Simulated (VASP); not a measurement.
Output of a VASP run:

OUTCAR:
```
 ion  position               nearest neighbor table
   1  0.000  0.000  0.000-   2 2.12   2 2.12   2 2.12   2 2.12   2 2.12   2 2.12
   2  0.500  0.500  0.500-   1 2.12   1 2.12   1 2.12   1 2.12   1 2.12   1 2.12
  LATTYP: Found a face centered cubic cell.
 ALAT       =     4.2434795080
 Subroutine PRICEL returns:
 Original cell was already a primitive cell.
 Subroutine GETGRP returns: Found 48 space group operations
The static configuration has the point symmetry O_h .
The dynamic configuration has the point symmetry O_h .
 Subroutine INISYM returns: Found 48 space group operations
 Subroutine IBZKPT returns following result:
 Found     72 irreducible k-points:

 Following reciprocal coordinates:
            Coordinates               Weight
  0.000000  0.000000  0.000000      1.000000
  0.083333  0.000000  0.000000      8.000000
  0.166667  0.000000  0.000000      8.000000
  0.250000  0.000000  0.000000      8.000000
  0.333333  0.000000  0.000000      8.000000
  0.416667  0.000000  0.000000      8.000000
  0.500000  0.000000  0.000000      4.000000
  0.083333  0.083333  0.000000      6.000000
  0.166667  0.083333  0.000000     24.000000
  0.250000  0.083333  0.000000     24.000000
  0.333333  0.083333  0.000000     24.000000
  0.416667  0.083333  0.000000     24.000000
  0.500000  0.083333  0.000000     24.000000
 -0.416667  0.083333  0.000000     24.000000
 -0.333333  0.083333  0.000000     24.000000
 -0.250000  0.083333  0.000000     24.000000
 -0.166667  0.083333  0.000000     24.000000
 -0.083333  0.083333  0.000000     12.000000
  0.166667  0.166667  0.000000      6.000000
  0.250000  0.166667  0.000000     24.000000
  0.333333  0.166667  0.000000     24.000000
  0.416667  0.166667  0.000000     24.000000
  0.500000  0.166667  0.000000     24.000000
 -0.416667  0.166667  0.000000     24.000000
 -0.333333  0.166667  0.000000     24.000000
 -0.250000  0.166667  0.000000     24.000000
 -0.166667  0.166667  0.000000     12.000000
  0.250000  0.250000  0.000000      6.000000
  0.333333  0.250000  0.000000     24.000000
  0.416667  0.250000  0.000000     24.000000
  0.500000  0.250000  0.000000     24.000000
 -0.416667  0.250000  0.000000     24.000000
 -0.333333  0.250000  0.000000     24.000000
 -0.250000  0.250000  0.000000     12.000000
  0.333333  0.333333  0.000000      6.000000
  0.416667  0.333333  0.000000     24.000000
  0.500000  0.333333  0.000000     24.000000
 -0.416667  0.333333  0.000000     24.000000
 -0.333333  0.333333  0.000000     12.000000
  0.416667  0.416667  0.000000      6.000000
 Subroutine IBZKPT_HF returns following result:
   k-points           NKPTS =     72   k-points in BZ     NKDIM =   1728   number of bands    NBANDS=      8
   number of dos      NEDOS =    301   number of ions     NIONS =      2
   total plane-waves  NPLWV =   4096
   dimension x,y,z NGX =    16 NGY =   16 NGZ =   16
   dimension x,y,z NGXF=    32 NGYF=   32 NGZF=   32
   ions per type =               1   1
   PREC   = normal    normal or accurate (medium, high low for compatibility)
   ISTART =      1    job   : 0-new  1-cont  2-samecut
   ICHARG =      0    charge: 1-file 2-atom 10-const
   ISPIN  =      1    spin polarized calculation?
   LNONCOLLINEAR =      F non collinear calculations
   LSORBIT =      F    spin-orbit coupling
   INIWAV =      1    electr: 0-lowe 1-rand  2-diag
   ENCUT  =  400.0 eV  29.40 Ry    5.42 a.u.   4.89  4.89  4.89*2*pi/ulx,y,z
   NELM   =     50;   NELMIN=  4; NELMDL=  0     # of ELM steps
   EDIFF  = 0.1E-04   stopping-criterion for ELM
   LREAL  =      F    real-space projection
   NLSPLINE    = F    spline interpolate recip. space projectors
   LMAXMIX     =    2 max onsite mixed and CHGCAR
   VOSKOWN=      0    Vosko Wilk Nusair interpolation
   EDIFFG = 0.1E-03   stopping-criterion for IOM
   NSW    =      0    number of steps for IOM
   NBLOCK =      1;   KBLOCK =      1    inner block; outer block
...
```

OSZICAR:
```
       N       E                     dE             d eps       ncg     rms          rms(c)
DAV:   1    -0.142531693871E+02   -0.14253E+02   -0.33539E-01  1152   0.491E+00    0.279E-01
DAV:   2    -0.142545476510E+02   -0.13783E-02   -0.27894E-03  1520   0.528E-01    0.197E-01
DAV:   3    -0.142541208646E+02    0.42679E-03   -0.50754E-04  1464   0.161E-01    0.128E-01
DAV:   4    -0.142539848347E+02    0.13603E-03   -0.54372E-05  1352   0.858E-02    0.776E-02
DAV:   5    -0.142539348618E+02    0.49973E-04   -0.18331E-05  1248   0.633E-02    0.442E-02
DAV:   6    -0.142539189391E+02    0.15923E-04   -0.59392E-06   712   0.360E-02    0.255E-02
DAV:   7    -0.142539137847E+02    0.51544E-05   -0.23262E-06   696   0.221E-02
   1 F= -.14253914E+02 E0= -.14253914E+02  d E =-.142968E-22
```

### OUTCAR
```
------------------------ aborting loop because EDIFF is reached ----------------------------------------
  volume of cell :       19.10
      direct lattice vectors                 reciprocal lattice vectors
     0.000000000  2.121739754  2.121739754    -0.235655668  0.235655668  0.235655668
     2.121739754  0.000000000  2.121739754     0.235655668 -0.235655668  0.235655668
     2.121739754  2.121739754  0.000000000     0.235655668  0.235655668 -0.235655668
  FREE ENERGIE OF THE ION-ELECTRON SYSTEM (eV)
  ---------------------------------------------------
  free  energy   TOTEN  =       -14.2539137847 eV

  energy  without entropy=      -14.2539137847  energy(sigma->0) =      -14.25391378

  exchange ACFDT corr.  =         0.00000000  see jH, gK, PRB 81, 115126
```
(Selected blocks of OUTCAR.)

File POSCAR:
```
MgO
1
    0.0000000000     2.1217397540     2.1217397540
    2.1217397540     0.0000000000     2.1217397540
    2.1217397540     2.1217397540     0.0000000000
Mg O
1 1
Direct
  0.0000000000   0.0000000000   0.0000000000
  0.5000000000   0.5000000000   0.5000000000
```

### Question
Write an INCAR and KPOINTS that could have produced this output.

### Answer
One answer among several that fit: the input of the run itself, HSE06 screened hybrid (exact exchange on a k-mesh reduced by 3x3x3), plane waves, VASP's PBE PAW potentials (set 64).

File KPOINTS:
```
Automatic mesh
0
Gamma
12 12 12
0 0 0
```

**INCAR**
```
SYSTEM = MgO
PREC = Normal
ENCUT = 400
EDIFF = 1E-5
NELM = 50
ALGO = Normal
LREAL = .FALSE.
LASPH = .TRUE.
ISMEAR = 0
SIGMA = 0.05
GGA = PE
LWAVE = .FALSE.
LCHARG = .FALSE.
NELMIN = 4
HFSCREEN = 0.2
AEXX = 0.25
LHFCALC = .TRUE.
PRECFOCK = Fast
ISYM = 3
ISIF = 0
NKREDX = 3
NKREDY = 3
NKREDZ = 3
```

POTCAR, in this order: Mg O (PBE.64 set). Program: vasp_std. Read from the step before: WAVECAR.

Exact exchange is summed on a reduced mesh (NKRED).

The compound is MgO in the rock salt structure. It was relaxed first. The cell's shape comes from a PBE relaxation.
